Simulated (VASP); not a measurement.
VASP runs on CsCl (space group Pm-3m) share one base input (PBE GGA, plane waves, VASP's PBE PAW potentials (set 64)) and change the settings named in each case.

### INCAR
```
# general
SYSTEM  = CsCl
PREC    = Accurate
ENCUT   = 300
LREAL   = F
LASPH   = T   # aspherical one-centre terms

# electronic loop
EDIFF   = 1E-6
NELM    = 100
ALGO    = Normal
LMAXMIX = 4   # l cut-off of mixed one-centre charges

# smearing
ISMEAR  = -1
SIGMA   = 0.05

# functional
GGA     = PE   # PBE

# ions
ISIF    = 2   # forces and stress, cell fixed

# output
LWAVE   = F
LCHARG  = F
```

### KPOINTS
```
Automatic mesh
0
Gamma
8 8 8
0 0 0
```

POSCAR:
```
CsCl
4.120
  1.0000000000   0.0000000000   0.0000000000
  0.0000000000   1.0000000000   0.0000000000
  0.0000000000   0.0000000000   1.0000000000
Cs Cl
1 1
Direct
  0.0000000000   0.0000000000   0.0000000000
  0.5000000000   0.5000000000   0.5000000000
```

POTCAR, in this order: Cs_sv Cl (PBE.64 set). Program: vasp_std.

| change | E(σ→0) (eV/atom) | pressure (GPa) | gap on the mesh (eV) |
|---|---|---|---|
| base run | -3.2629 | 0.91 | 5.27 |
| GGA = PS | -3.4206 | -0.79 | 5.06 |
| GGA_COMPAT = .FALSE., LNONCOLLINEAR = .TRUE., LSORBIT = .TRUE., MAGMOM = 0.0 0.0 0.0 0.0 0.0 0.0, program vasp_ncl | -3.3444 | (withheld) | (withheld) |
| KPOINTS 2×2×2 Γ-centred mesh | -3.1992 | 1.82 | 5.23 |

Question: Some entries are withheld; supply them.

Answer: 
- GGA_COMPAT = .FALSE., LNONCOLLINEAR = .TRUE., LSORBIT = .TRUE., MAGMOM = 0.0 0.0 0.0 0.0 0.0 0.0, program vasp_ncl, pressure (GPa): 0.90
- GGA_COMPAT = .FALSE., LNONCOLLINEAR = .TRUE., LSORBIT = .TRUE., MAGMOM = 0.0 0.0 0.0 0.0 0.0 0.0, program vasp_ncl, gap on the mesh (eV): 5.20

Energies of different potentials or functionals have different zeros.  Unless said otherwise, spin-orbit coupling is left out, though it shifts the bands of the heavy elements here. At 300 eV the pressure can carry a Pulay error.

Left out are runs that ran out of time, are held back, or changed the cell or the kind of run, fixed moments of cells without a moment, rows past the twelfth, gaps on odd meshes, pressures of charged cells and columns that move by less than the noise.

The structure is a typed CsCl crystal (Pm-3m). The cell was not relaxed at this level.
